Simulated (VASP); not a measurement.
Data:

```
SrTe
1.0
    0.00000     3.34898     3.34898
    3.34898     0.00000     3.34898
    3.34898     3.34898     0.00000
Sr Te
1 1
Direct
  0.00000   0.00000   0.00000
  0.50000   0.50000   0.50000
```

Calculation: vdW-DF-cx, VASP's PBE PAW potentials (set 64) (plane waves; VASP 6.6.1). Run with 520 eV cut-off, 7×7×7 Γ-centred mesh, Gaussian smearing of 0.050 eV, potentials Sr_sv Te.

**Question.** Predict the energy per atom (σ→0).

**Answer.** 
- energy per atom (σ→0) = -211.5 kJ/mol-atom

The compound is SrTe in the rock salt structure. This cell is one point of a volume scan, at 1.03 of the reference volume.
